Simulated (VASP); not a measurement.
Output of a VASP run:

File OUTCAR:
```
 ion  position               nearest neighbor table
   1  0.000  0.000  0.000-
  LATTYP: Found a simple cubic cell.
 ALAT       =     3.2802750000
 Subroutine PRICEL returns:
 Original cell was already a primitive cell.
 Subroutine GETGRP returns: Found 48 space group operations
The static configuration has the point symmetry O_h .
The dynamic configuration has the point symmetry O_h .
 Subroutine INISYM returns: Found 48 space group operations
 Subroutine IBZKPT returns following result:
 Found     56 irreducible k-points:

 Following reciprocal coordinates:
            Coordinates               Weight
  0.000000  0.000000  0.000000      1.000000
  0.100000  0.000000  0.000000      6.000000
  0.200000  0.000000  0.000000      6.000000
  0.300000  0.000000  0.000000      6.000000
  0.400000  0.000000  0.000000      6.000000
  0.500000  0.000000  0.000000      3.000000
  0.100000  0.100000  0.000000     12.000000
  0.200000  0.100000  0.000000     24.000000
  0.300000  0.100000  0.000000     24.000000
  0.400000  0.100000  0.000000     24.000000
  0.500000  0.100000  0.000000     12.000000
  0.200000  0.200000  0.000000     12.000000
  0.300000  0.200000  0.000000     24.000000
  0.400000  0.200000  0.000000     24.000000
  0.500000  0.200000  0.000000     12.000000
  0.300000  0.300000  0.000000     12.000000
  0.400000  0.300000  0.000000     24.000000
  0.500000  0.300000  0.000000     12.000000
  0.400000  0.400000  0.000000     12.000000
  0.500000  0.400000  0.000000     12.000000
  0.500000  0.500000  0.000000      3.000000
  0.100000  0.100000  0.100000      8.000000
  0.200000  0.100000  0.100000     24.000000
  0.300000  0.100000  0.100000     24.000000
  0.400000  0.100000  0.100000     24.000000
  0.500000  0.100000  0.100000     12.000000
  0.200000  0.200000  0.100000     24.000000
  0.300000  0.200000  0.100000     48.000000
  0.400000  0.200000  0.100000     48.000000
  0.500000  0.200000  0.100000     24.000000
  0.300000  0.300000  0.100000     24.000000
  0.400000  0.300000  0.100000     48.000000
  0.500000  0.300000  0.100000     24.000000
  0.400000  0.400000  0.100000     24.000000
  0.500000  0.400000  0.100000     24.000000
  0.500000  0.500000  0.100000      6.000000
  0.200000  0.200000  0.200000      8.000000
  0.300000  0.200000  0.200000     24.000000
  0.400000  0.200000  0.200000     24.000000
  0.500000  0.200000  0.200000     12.000000
   k-points           NKPTS =     56   k-points in BZ     NKDIM =     56   number of bands    NBANDS=      8
   number of dos      NEDOS =    301   number of ions     NIONS =      1
   total plane-waves  NPLWV =  13824
   dimension x,y,z NGX =    24 NGY =   24 NGZ =   24
   dimension x,y,z NGXF=    48 NGYF=   48 NGZF=   48
   ions per type =               1
   PREC   = accura    normal or accurate (medium, high low for compatibility)
   ISTART =      0    job   : 0-new  1-cont  2-samecut
   ICHARG =      2    charge: 1-file 2-atom 10-const
   ISPIN  =      1    spin polarized calculation?
   LNONCOLLINEAR =      F non collinear calculations
   LSORBIT =      F    spin-orbit coupling
   INIWAV =      1    electr: 0-lowe 1-rand  2-diag
   ENCUT  =  400.0 eV  29.40 Ry    5.42 a.u.   5.35  5.35  5.35*2*pi/ulx,y,z
   NELM   =    100;   NELMIN=  2; NELMDL= -5     # of ELM steps
   EDIFF  = 0.1E-05   stopping-criterion for ELM
   LREAL  =      F    real-space projection
   NLSPLINE    = F    spline interpolate recip. space projectors
   LMAXMIX     =    6 max onsite mixed and CHGCAR
   VOSKOWN=      0    Vosko Wilk Nusair interpolation
   EDIFFG = -.1E-01   stopping-criterion for IOM
   NSW    =     60    number of steps for IOM
   NBLOCK =      1;   KBLOCK =     60    inner block; outer block
   IBRION =      2    ionic relax: 0-MD 1-quasi-New 2-CG
   NFREE  =      1    steps in history (QN), initial steepest desc. (CG)
...
```

### OSZICAR
```
       N       E                     dE             d eps       ncg     rms          rms(c)
DAV:   1    -0.245169559589E+02   -0.24517E+02   -0.40799E+03   920   0.760E+02
DAV:   2    -0.320623463362E+02   -0.75454E+01   -0.73076E+01  1136   0.920E+01
DAV:   3    -0.323205947305E+02   -0.25825E+00   -0.22933E+00  1216   0.106E+01
DAV:   4    -0.323258143571E+02   -0.52196E-02   -0.52004E-02  1408   0.134E+00
DAV:   5    -0.323258300824E+02   -0.15725E-04   -0.15725E-04  1216   0.542E-02    0.157E+01
DAV:   6    -0.309424706776E+02    0.13834E+01   -0.34563E-01   928   0.672E+00    0.831E+00
DAV:   7    -0.311985124497E+02   -0.25604E+00   -0.18446E-01  1024   0.457E+00    0.128E+00
DAV:   8    -0.310803729572E+02    0.11814E+00   -0.72520E-02   896   0.309E+00    0.942E-01
DAV:   9    -0.311394305158E+02   -0.59058E-01   -0.63032E-02  1040   0.249E+00    0.145E+00
DAV:  10    -0.311212440626E+02    0.18186E-01   -0.11347E-02   912   0.102E+00    0.211E-01
DAV:  11    -0.311226508189E+02   -0.14068E-02   -0.14496E-03  1080   0.390E-01    0.424E-01
DAV:  12    -0.311156180796E+02    0.70327E-02   -0.14043E-03   944   0.335E-01    0.136E-01
DAV:  13    -0.311156178575E+02    0.22208E-06   -0.27669E-05  1552   0.609E-02    0.135E-01
DAV:  14    -0.311145410033E+02    0.10769E-02   -0.41249E-04   928   0.171E-01    0.940E-03
DAV:  15    -0.311144658477E+02    0.75156E-04   -0.21208E-05  1176   0.527E-02    0.632E-03
DAV:  16    -0.311144509422E+02    0.14905E-04   -0.11482E-05   944   0.288E-02    0.777E-03
DAV:  17    -0.311144491180E+02    0.18242E-05   -0.26841E-06  1200   0.130E-02    0.472E-03
DAV:  18    -0.311144499010E+02   -0.78303E-06   -0.21169E-06   944   0.129E-02
   1 F= -.31114450E+02 E0= -.31114667E+02  d E =-.311144E+02
       N       E                     dE             d eps       ncg     rms          rms(c)
DAV:   1    -0.311856596610E+02   -0.71211E-01   -0.14608E+00   896   0.103E+01    0.139E+00
DAV:   2    -0.311365139765E+02    0.49146E-01   -0.92206E-02  1000   0.378E+00    0.637E-01
DAV:   3    -0.311209546600E+02    0.15559E-01   -0.67309E-02  1336   0.232E+00    0.198E-01
DAV:   4    -0.311213792483E+02   -0.42459E-03   -0.31496E-03   960   0.521E-01    0.123E-01
DAV:   5    -0.311215702521E+02   -0.19100E-03   -0.51635E-04   960   0.253E-01    0.259E-02
DAV:   6    -0.311217930953E+02   -0.22284E-03   -0.25848E-04   928   0.162E-01    0.974E-03
DAV:   7    -0.311217597932E+02    0.33302E-04   -0.10045E-04   912   0.127E-01    0.124E-02
DAV:   8    -0.311217950050E+02   -0.35212E-04   -0.37509E-05   944   0.796E-02    0.865E-04
DAV:   9    -0.311217953027E+02   -0.29769E-06   -0.40394E-07   848   0.889E-03
   2 F= -.31121795E+02 E0= -.31122232E+02  d E =-.734540E-02
       N       E                     dE             d eps       ncg     rms          rms(c)
DAV:   1    -0.311222770199E+02   -0.48201E-03   -0.10133E-02   896   0.861E-01    0.112E-01
DAV:   2    -0.311219382450E+02    0.33877E-03   -0.65317E-04  1064   0.313E-01    0.526E-02
DAV:   3    -0.311218282950E+02    0.10995E-03   -0.49151E-04  1320   0.198E-01    0.158E-02
DAV:   4    -0.311218367130E+02   -0.84180E-05   -0.21529E-05   968   0.437E-02    0.991E-03
DAV:   5    -0.311218389204E+02   -0.22074E-05   -0.35932E-06   960   0.218E-02    0.211E-03
DAV:   6    -0.311218409763E+02   -0.20559E-05   -0.21021E-06   928   0.153E-02    0.860E-04
DAV:   7    -0.311218401481E+02    0.82823E-06   -0.83555E-07   656   0.119E-02
   3 F= -.31121840E+02 E0= -.31122288E+02  d E =-.739025E-02
```

**OUTCAR**
```
------------------------ aborting loop because EDIFF is reached ----------------------------------------
  FORCE on cell =-STRESS in cart. coord.  units (eV):
  Direction    XX          YY          ZZ          XY          YZ          ZX
  --------------------------------------------------------------------------------------
  Total       -0.0021073     -0.0021073     -0.0021073     -0.0000000     -0.0000000     -0.0000000
  in kB       -0.1003871     -0.1003871     -0.1003871     -0.0000000     -0.0000000     -0.0000000
  external PRESSURE =      -0.1003871 kB  Pullay stress =       0.0000000 kB
  volume of cell :       33.63
      direct lattice vectors                 reciprocal lattice vectors
     3.227885779 -0.000000000  0.000000000     0.309800305  0.000000000  0.000000000
    -0.000000000  3.227885779  0.000000000     0.000000000  0.309800305  0.000000000
    -0.000000000 -0.000000000  3.227885779    -0.000000000 -0.000000000  0.309800305
 POSITION                                       TOTAL-FORCE (eV/Angst)
 -----------------------------------------------------------------------------------
      0.00000      0.00000      0.00000         0.000000     -0.000000      0.000000
 -----------------------------------------------------------------------------------
    total drift:                                0.000000     -0.000000      0.000000
  FREE ENERGIE OF THE ION-ELECTRON SYSTEM (eV)
  ---------------------------------------------------
  free  energy   TOTEN  =       -31.1218401481 eV

  energy  without entropy=      -31.1231850304  energy(sigma->0) =      -31.12228844

 reached required accuracy - stopping structural energy minimisation
```
(Selected blocks of OUTCAR.)

### POSCAR
```
Dy
1
    3.2802750000     0.0000000000     0.0000000000
    0.0000000000     3.2802750000     0.0000000000
    0.0000000000     0.0000000000     3.2802750000
Dy
1
Direct
  0.0000000000   0.0000000000   0.0000000000
```

Problem. Write an INCAR and KPOINTS that could have produced this output.

Solution. One answer among several that fit: the input of the run itself, r2SCAN meta-GGA, plane waves, VASP's PBE PAW potentials (set 64).

**INCAR**
```
SIGMA  =  0.1
METAGGA  =  R2SCAN
LREAL  =  .False.
LWAVE  =  .False.
LMAXMIX  =  6   # l cut-off of mixed one-centre charges
LCHARG  =  .False.
ENCUT  =  400   # plane-wave cut-off (eV)
ISMEAR  =  1
EDIFF  =  1E-6   # SCF stop (eV)
ALGO  =  Normal
LASPH  =  .True.
ISIF  =  3   # ions, shape and volume
LMIXTAU  =  .True.
IBRION  =  2   # conjugate gradients
EDIFFG  =  -0.01
PREC  =  Accurate
NELM  =  100   # most electronic steps
NSW  =  60   # most ionic steps
SYSTEM  =  Dy
```

KPOINTS:
```
Automatic mesh
0
Gamma
10 10 10
0 0 0
```

POTCAR, in this order: Dy_3 (PBE.64 set). Program: vasp_std.

The 4f electrons are frozen in the core of the lanthanide potential, so 4f levels, which can set the real gap, and their magnetism are missing. Energy and stress use the plane-wave basis of the starting cell.

The structure was generated: Dy was put into the simple-cubic type (Pm-3m), which need not be its known phase. This run relaxes it. Symmetry was kept, so distortions that lower it aren't found.
